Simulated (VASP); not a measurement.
Output of a VASP run:

OSZICAR:
```
       N       E                     dE             d eps       ncg     rms          rms(c)
DAV:   1    -0.307781773552E+03   -0.30778E+03   -0.15402E+01   636   0.710E+00    0.124E+01
DAV:   2    -0.308003509156E+03   -0.22174E+00   -0.10058E+00   762   0.152E+00    0.842E+00
DAV:   3    -0.307974380239E+03    0.29129E-01   -0.14186E-01   746   0.634E-01    0.496E+00
DAV:   4    -0.307961113744E+03    0.13266E-01   -0.51848E-02   744   0.366E-01    0.276E+00
DAV:   5    -0.307954805277E+03    0.63085E-02   -0.67340E-03   768   0.132E-01    0.152E+00
DAV:   6    -0.307952038498E+03    0.27668E-02   -0.19145E-03   737   0.721E-02    0.821E-01
DAV:   7    -0.307951122657E+03    0.91584E-03   -0.84922E-04   729   0.484E-02    0.429E-01
DAV:   8    -0.307950823956E+03    0.29870E-03   -0.27852E-04   714   0.296E-02    0.221E-01
DAV:   9    -0.307950736138E+03    0.87818E-04   -0.13800E-04   714   0.200E-02    0.110E-01
DAV:  10    -0.307950717911E+03    0.18227E-04   -0.55338E-05   633   0.119E-02    0.544E-02
DAV:  11    -0.307950715327E+03    0.25843E-05   -0.16174E-05   457   0.693E-03
   1 F= -.30795072E+03 E0= -.30795072E+03  d E =-.434014E-11  mag=     3.0000
```

OUTCAR:
```
------------------------ aborting loop because EDIFF is reached ----------------------------------------
  volume of cell :     1727.79
      direct lattice vectors                 reciprocal lattice vectors
    11.999521734  0.000000000  0.000000000     0.083336655  0.000000000  0.000000000
     0.000000000 11.999521734  0.000000000     0.000000000  0.083336655  0.000000000
     0.000000000  0.000000000 11.999521734     0.000000000  0.000000000  0.083336655
  FREE ENERGIE OF THE ION-ELECTRON SYSTEM (eV)
  ---------------------------------------------------
  free  energy   TOTEN  =      -307.9507153266 eV

  energy  without entropy=     -307.9507153266  energy(sigma->0) =     -307.95071533

  exchange ACFDT corr.  =         0.00000000  see jH, gK, PRB 81, 115126

 total charge

# of ion       s       p       d       tot
------------------------------------------
    1        1.179   1.403   0.230   2.813
    2        1.170   1.421   0.237   2.828
    3        1.170   1.423   0.237   2.830
    4        1.170   1.431   0.239   2.840
    5        1.170   1.427   0.238   2.835
    6        1.168   1.417   0.236   2.821
    7        1.170   1.421   0.236   2.827
    8        1.170   1.426   0.238   2.833
    9        1.173   1.409   0.232   2.814
   10        1.173   1.409   0.232   2.814
   11        1.168   1.421   0.237   2.827
   12        1.173   1.407   0.231   2.811
   13        1.170   1.425   0.238   2.832
   14        1.178   1.397   0.229   2.804
   15        1.169   1.419   0.236   2.824
   16        1.170   1.425   0.238   2.833
   17        1.173   1.410   0.232   2.815
   18        1.173   1.407   0.231   2.811
   19        1.179   1.402   0.230   2.811
   20        1.173   1.410   0.232   2.815
   21        1.173   1.406   0.231   2.809
   22        1.170   1.423   0.237   2.830
   23        1.173   1.407   0.231   2.811
   24        1.173   1.404   0.230   2.807
   25        1.170   1.423   0.237   2.830
   26        1.168   1.419   0.237   2.824
   27        1.173   1.405   0.231   2.808
   28        1.170   1.421   0.236   2.827
   29        1.173   1.404   0.231   2.807
   30        1.172   1.403   0.230   2.805
   31        1.170   1.422   0.237   2.828
   32        1.024   1.477   0.000   2.501
   33        1.024   1.476   0.000   2.500
   34        1.024   1.476   0.000   2.500
   35        1.020   1.486   0.000   2.506
   36        1.018   1.488   0.000   2.506
   37        1.018   1.487   0.000   2.505
   38        1.020   1.485   0.000   2.505
   39        1.018   1.489   0.000   2.506
   40        1.060   1.395   0.000   2.455
   41        1.018   1.487   0.000   2.505
   42        1.018   1.488   0.000   2.506
   43        1.018   1.487   0.000   2.504
   44        1.020   1.485   0.000   2.505
   45        1.024   1.476   0.000   2.500
   46        1.024   1.476   0.000   2.500
   47        1.018   1.488   0.000   2.506
   48        1.059   1.395   0.000   2.455
   49        1.018   1.487   0.000   2.505
   50        1.024   1.477   0.000   2.501
   51        1.060   1.394   0.000   2.454
   52        1.060   1.393   0.000   2.453
...
```
(Selected blocks of OUTCAR.)

**POSCAR**
```
In31P32
1
   11.9995217336     0.0000000000     0.0000000000
    0.0000000000    11.9995217336     0.0000000000
    0.0000000000     0.0000000000    11.9995217336
In P
31 32
Direct
  0.5000464610   0.0007558613   0.0001685649
  0.7496746456   0.2498800107   0.0000517995
  0.7496390711   0.9993917353   0.2507260512
  0.0002497053   0.0003433699   0.0002343158
  0.2505918104   0.2505666788   0.0007926326
  0.4998978066   0.5000443982   0.0001810744
  0.7497271937   0.7497047708   0.0005329601
  0.2505485570   0.0008899444   0.2506697846
  0.5016408168   0.2527688552   0.2528946849
  0.7470960787   0.4981222595   0.2528732669
  0.4999985704   0.0001845489   0.5001815785
  0.7472987164   0.2528197459   0.4982174567
  0.7493484230   0.0008135494   0.7494795349
  0.0000754974   0.4999825849   0.0006176815
  0.2501298662   0.7502889046   0.9998347417
  0.0007683193   0.2505297993   0.2505966057
  0.2527093786   0.5017279662   0.2526357900
  0.4981867246   0.7474878807   0.2525719541
  0.9997336002   0.0005882200   0.5001602446
  0.2526732273   0.2525400644   0.5015479726
  0.7474907655   0.7475324436   0.5016951262
  0.2506170765   0.9994144924   0.7495832676
  0.4983782114   0.2525755455   0.7475151396
  0.7473449728   0.5014499423   0.7473839340
  0.9994032262   0.7498572288   0.2507421454
  0.0001474816   0.5000154256   0.4998016830
  0.2525972167   0.7474905853   0.4980603392
  0.9998295967   0.2501226447   0.7495903410
  0.2527722251   0.4982620809   0.7473712820
  0.5018828515   0.7475362792   0.7477811577
  0.0005124748   0.7498202521   0.7494222388
  0.6254186162   0.1252592025   0.1259321878
  0.8746451177   0.3745743640   0.1257666293
  0.8746758762   0.1256140448   0.3745979733
  0.1250996900   0.1251276846   0.1250854891
  0.3750413446   0.3751479944   0.1257236598
  0.6250323030   0.6250208023   0.1255737599
  0.8752600070   0.8753925076   0.1248793184
  0.3751611200   0.1256699506   0.3753500461
  0.6199195171   0.3799401768   0.3799583500
  0.8743143059   0.6247597792   0.3750358452
  0.6248844754   0.1257398794   0.6248313526
  0.8747553679   0.3748799759   0.6250535160
  0.8752259804   0.1246525323   0.8752032220
  0.1251623208   0.6257063297   0.1258173057
  0.3747269380   0.8754056050   0.1253555554
  0.1257229982   0.3751953616   0.3751235432
  0.3796761081   0.6204287286   0.3795193608
  0.6248361602   0.8743057447   0.3752714961
  0.1255984469   0.1251731913   0.6254431938
  0.3798054651   0.3795365134   0.6202242371
  0.6203276314   0.6201442811   0.6203149379
  0.8746313653   0.8751259361   0.6255204572
  0.3744574550   0.1255115164   0.8747549564
  0.6252236229   0.3748093213   0.8748232425
  0.8749379998   0.6254811553   0.8747616055
  0.1251618191   0.8753050003   0.3746589939
  0.1255891558   0.6249960782   0.6249805112
  0.3752351823   0.8743235411   0.6249532954
  0.1254398996   0.3745445178   0.8750812105
  0.3747510165   0.6251941252   0.8746831692
  0.6254883591   0.8753115575   0.8751187325
  0.1246627663   0.8754635323   0.8751114966
```

Task: Write an INCAR and KPOINTS that could have produced this output.

Result: This is not unique; one that fits is the input of the run itself, HSE06 screened hybrid, plane waves, VASP's PBE PAW potentials (set 64).

### INCAR
```
# general
SYSTEM    =  In31P32
PREC      =  Normal
ENCUT     =  400
LREAL     =  Auto
LASPH     =  .TRUE.
ISYM      =  0

# electronic loop
EDIFF     =  1E-5
NELM      =  50
NELMIN    =  4
ALGO      =  Normal
LMAXMIX   =  4

# smearing
ISMEAR    =  0
SIGMA     =  0.05

# functional
GGA       =  PE
LHFCALC   =  .TRUE.
AEXX      =  0.25
HFSCREEN  =  0.2
PRECFOCK  =  Fast

# spin
ISPIN     =  2
MAGMOM    =  63*0.0476
NUPDOWN   =  3

# ions
ISIF      =  0

# output
LWAVE     =  .FALSE.
LCHARG    =  .FALSE.
LORBIT    =  10
```

KPOINTS:
```
Regular mesh
0
gamma
1 1 1
```

POTCAR, in this order: In P (PBE.64 set). Program: vasp_gam. Read from the step before: WAVECAR.

The supercell is sampled at Γ alone, which is coarse: total energies, pressure and levels can be off, energies of defects by several tenths of an eV.

The cell is a supercell with a defect, built from InP (zinc blende): vac_In. The cell's shape comes from a PBE relaxation.
